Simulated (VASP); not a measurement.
Calculation: PBE GGA with D3 dispersion (Becke-Johnson damping), VASP's PBE PAW potentials (set 64) (plane waves; VASP).

A VASP calculation is set up with these files.

### KPOINTS
```
kpoints
0
G
 5 5 8
```

### INCAR
```
ALGO  =  Normal
EDIFF  =  1E-7
ENCUT  =  520
GGA  =  PE
ISIF  =  2
ISMEAR  =  -5
ISPIN  =  2
IVDW  =  12
LASPH  =  .True.
LCHARG  =  .True.
LEFG  =  .True.
LMAXMIX  =  4
LORBIT  =  11
LREAL  =  .False.
LWAVE  =  .False.
MAGMOM  =  4.5 -4.5 -0.0 2*0.0 -0.0
NEDOS  =  601
NELM  =  100
PREC  =  Accurate
SYSTEM  =  MnF2
```

File POSCAR:
```
MnF2
1
    4.8841623359    -0.0000000000     0.0000000000
    0.0000000000     4.8841623359     0.0000000000
    0.0000000000     0.0000000000     3.3173515352
Mn F
2 4
Direct
  1.0000000000   0.0000000000   0.0000000000
  0.5000000000   0.5000000000   0.5000000000
  0.3033885259   0.3033885259   0.0000000000
  0.8033885259   0.1966114741   0.5000000000
  0.1966114741   0.8033885259   0.5000000000
  0.6966114741   0.6966114741   1.0000000000
```

POTCAR, in this order: Mn_pv F (PBE.64 set). Program: vasp_std.

What VASP printed:

**OUTCAR**
```
 ion  position               nearest neighbor table
   1  0.000  0.000  0.000-   3 2.10   6 2.10   5 2.14   4 2.14   4 2.14   5 2.14
   2  0.500  0.500  0.500-   4 2.10   5 2.10   3 2.14   6 2.14   3 2.14   6 2.14
   3  0.303  0.303  0.000-   1 2.10   2 2.14   2 2.14
   4  0.803  0.197  0.500-   2 2.10   1 2.14   1 2.14
   5  0.197  0.803  0.500-   2 2.10   1 2.14   1 2.14
   6  0.697  0.697  0.000-   1 2.10   2 2.14   2 2.14
  LATTYP: Found a simple tetragonal cell.
 ALAT       =     4.8841623359
 C/A-ratio  =     0.6792058304
 Subroutine PRICEL returns:
 Original cell was already a primitive cell.
 Subroutine GETGRP returns: Found 16 space group operations
The static configuration has the point symmetry D_2h.
 The point group associated with its full space group is D_4h.
The dynamic configuration has the point symmetry D_2h.
The overall configuration has the point symmetry D_2h.
 Subroutine INISYM returns: Found 16 space group operations
 Subroutine IBZKPT returns following result:
 Found     30 irreducible k-points:

 Following reciprocal coordinates:
            Coordinates               Weight
  0.000000  0.000000  0.000000      1.000000
  0.200000  0.000000  0.000000      4.000000
  0.400000  0.000000  0.000000      4.000000
  0.200000  0.200000  0.000000      4.000000
  0.400000  0.200000  0.000000      8.000000
  0.400000  0.400000  0.000000      4.000000
  0.000000  0.000000  0.125000      2.000000
  0.200000  0.000000  0.125000      8.000000
  0.400000  0.000000  0.125000      8.000000
  0.200000  0.200000  0.125000      8.000000
  0.400000  0.200000  0.125000     16.000000
  0.400000  0.400000  0.125000      8.000000
  0.000000  0.000000  0.250000      2.000000
  0.200000  0.000000  0.250000      8.000000
  0.400000  0.000000  0.250000      8.000000
  0.200000  0.200000  0.250000      8.000000
  0.400000  0.200000  0.250000     16.000000
  0.400000  0.400000  0.250000      8.000000
  0.000000  0.000000  0.375000      2.000000
  0.200000  0.000000  0.375000      8.000000
  0.400000  0.000000  0.375000      8.000000
  0.200000  0.200000  0.375000      8.000000
  0.400000  0.200000  0.375000     16.000000
  0.400000  0.400000  0.375000      8.000000
  0.000000  0.000000  0.500000      1.000000
  0.200000  0.000000  0.500000      4.000000
  0.400000  0.000000  0.500000      4.000000
  0.200000  0.200000  0.500000      4.000000
  0.400000  0.200000  0.500000      8.000000
  0.400000  0.400000  0.500000      4.000000
   k-points           NKPTS =     30   k-points in BZ     NKDIM =     30   number of bands    NBANDS=     32
   number of dos      NEDOS =    601   number of ions     NIONS =      6
   total plane-waves  NPLWV =  36288
   dimension x,y,z NGX =    36 NGY =   36 NGZ =   28
   dimension x,y,z NGXF=    72 NGYF=   72 NGZF=   56
   ions per type =               2   4
   PREC   = accura    normal or accurate (medium, high low for compatibility)
   ISTART =      0    job   : 0-new  1-cont  2-samecut
   ICHARG =      2    charge: 1-file 2-atom 10-const
   ISPIN  =      2    spin polarized calculation?
   LNONCOLLINEAR =      F non collinear calculations
   LSORBIT =      F    spin-orbit coupling
   INIWAV =      1    electr: 0-lowe 1-rand  2-diag
   ENCUT  =  520.0 eV  38.22 Ry    6.18 a.u.   9.08  9.08  6.17*2*pi/ulx,y,z
   NELM   =    100;   NELMIN=  2; NELMDL= -5     # of ELM steps
   EDIFF  = 0.1E-06   stopping-criterion for ELM
   LREAL  =      F    real-space projection
   NLSPLINE    = F    spline interpolate recip. space projectors
   LMAXMIX     =    4 max onsite mixed and CHGCAR
   VOSKOWN=      0    Vosko Wilk Nusair interpolation
   EDIFFG = 0.1E-05   stopping-criterion for IOM
   NSW    =      0    number of steps for IOM
...
```

**OSZICAR**
```
       N       E                     dE             d eps       ncg     rms          rms(c)
DAV:   1     0.710665421206E+03    0.71067E+03   -0.31374E+04  3960   0.190E+03
DAV:   2     0.287617899774E+02   -0.68190E+03   -0.65782E+03  4352   0.547E+02
DAV:   3    -0.412821875302E+02   -0.70044E+02   -0.69594E+02  4232   0.184E+02
DAV:   4    -0.430969614590E+02   -0.18148E+01   -0.18113E+01  4584   0.295E+01
DAV:   5    -0.431284549243E+02   -0.31493E-01   -0.31487E-01  4072   0.439E+00    0.205E+01
DAV:   6    -0.392752152877E+02    0.38532E+01   -0.26111E+01  4560   0.371E+01    0.149E+01
DAV:   7    -0.394167491025E+02   -0.14153E+00   -0.18278E+00  3992   0.103E+01    0.101E+01
DAV:   8    -0.392288062150E+02    0.18794E+00   -0.46318E-01  4056   0.620E+00    0.329E+00
DAV:   9    -0.394242345948E+02   -0.19543E+00   -0.10367E-01  4616   0.351E+00    0.875E-01
DAV:  10    -0.394281230450E+02   -0.38885E-02   -0.20402E-02  4000   0.932E-01    0.161E-01
DAV:  11    -0.394284352599E+02   -0.31221E-03   -0.72969E-04  4440   0.245E-01    0.629E-02
DAV:  12    -0.394286452371E+02   -0.20998E-03   -0.11498E-04  4256   0.827E-02    0.475E-02
DAV:  13    -0.394286806913E+02   -0.35454E-04   -0.35033E-05  4136   0.429E-02    0.123E-02
DAV:  14    -0.394286889383E+02   -0.82471E-05   -0.12152E-05  4384   0.263E-02    0.357E-03
DAV:  15    -0.394286892327E+02   -0.29436E-06   -0.60989E-07  3584   0.574E-03    0.194E-03
DAV:  16    -0.394286895265E+02   -0.29381E-06   -0.21075E-07  3432   0.316E-03    0.704E-04
DAV:  17    -0.394286895423E+02   -0.15823E-07   -0.10976E-08  2256   0.895E-04
   1 F= -.40311815E+02 E0= -.40311815E+02  d E =0.000000E+00  mag=     0.0000
```

OUTCAR:
```
------------------------ aborting loop because EDIFF is reached ----------------------------------------
 Edisp (eV)   -0.88313
  FORCE on cell =-STRESS in cart. coord.  units (eV):
  Direction    XX          YY          ZZ          XY          YZ          ZX
  --------------------------------------------------------------------------------------
  Total       0.04024     0.04024    -0.01439     0.00000     0.00000     0.00000
  in kB       0.81463     0.81463    -0.29140     0.00000     0.00000     0.00000
  external pressure =        0.45 kB  Pullay stress =        0.00 kB
  volume of cell :       79.14
      direct lattice vectors                 reciprocal lattice vectors
     4.884162336  0.000000000  0.000000000     0.204743399  0.000000000  0.000000000
     0.000000000  4.884162336  0.000000000     0.000000000  0.204743399  0.000000000
     0.000000000  0.000000000  3.317351535     0.000000000  0.000000000  0.301445291
 POSITION                                       TOTAL-FORCE (eV/Angst)
 -----------------------------------------------------------------------------------
      0.00000      0.00000      0.00000         0.000000      0.000000      0.000000
      2.44208      2.44208      1.65868         0.000000      0.000000      0.000000
      1.48180      1.48180      0.00000        -0.007128     -0.007128     -0.000000
      3.92388      0.96028      1.65868        -0.007128      0.007128      0.000000
      0.96028      3.92388      1.65868         0.007128     -0.007128     -0.000000
      3.40236      3.40236      0.00000         0.007128      0.007128      0.000000
 -----------------------------------------------------------------------------------
    total drift:                                0.000000      0.000000      0.000000
  FREE ENERGIE OF THE ION-ELECTRON SYSTEM (eV)
  ---------------------------------------------------
  free  energy   TOTEN  =       -40.3118145698 eV

  energy  without entropy=      -40.3118145698  energy(sigma->0) =      -40.31181457

 total charge

# of ion       s       p       d       tot
------------------------------------------
    1        0.161   6.142   4.956  11.259
    2        0.161   6.142   4.956  11.259
    3        1.735   4.363   0.000   6.098
    4        1.735   4.363   0.000   6.098
    5        1.735   4.363   0.000   6.098
    6        1.735   4.363   0.000   6.098
--------------------------------------------------
tot          7.262  29.734   9.913  46.909

 magnetization (x)

# of ion       s       p       d       tot
------------------------------------------
    1        0.017   0.016   4.504   4.538
    2       -0.017  -0.016  -4.504  -4.538
    3       -0.002  -0.024   0.000  -0.026
    4        0.002   0.024   0.000   0.026
    5        0.002   0.024   0.000   0.026
    6       -0.002  -0.024   0.000  -0.026
--------------------------------------------------
tot         -0.000   0.000  -0.000  -0.000

 Electric field gradients after diagonalization (V/A^2)
 (convention: |V_zz| > |V_xx| > |V_yy|)
----------------------------------------------------------------------
 ion       V_xx      V_yy      V_zz     asymmetry (V_yy - V_xx)/ V_zz
----------------------------------------------------------------------
   1     -14.310   -11.118    25.428       0.126
   2     -14.310   -11.118    25.428       0.126
   3      46.475    17.956   -64.431       0.443
   4      46.475    17.956   -64.431       0.443
   5      46.475    17.956   -64.431       0.443
   6      46.475    17.956   -64.431       0.443
```
(Selected blocks of OUTCAR.)

The compound is MnF2 in the rutile structure. It was relaxed first.
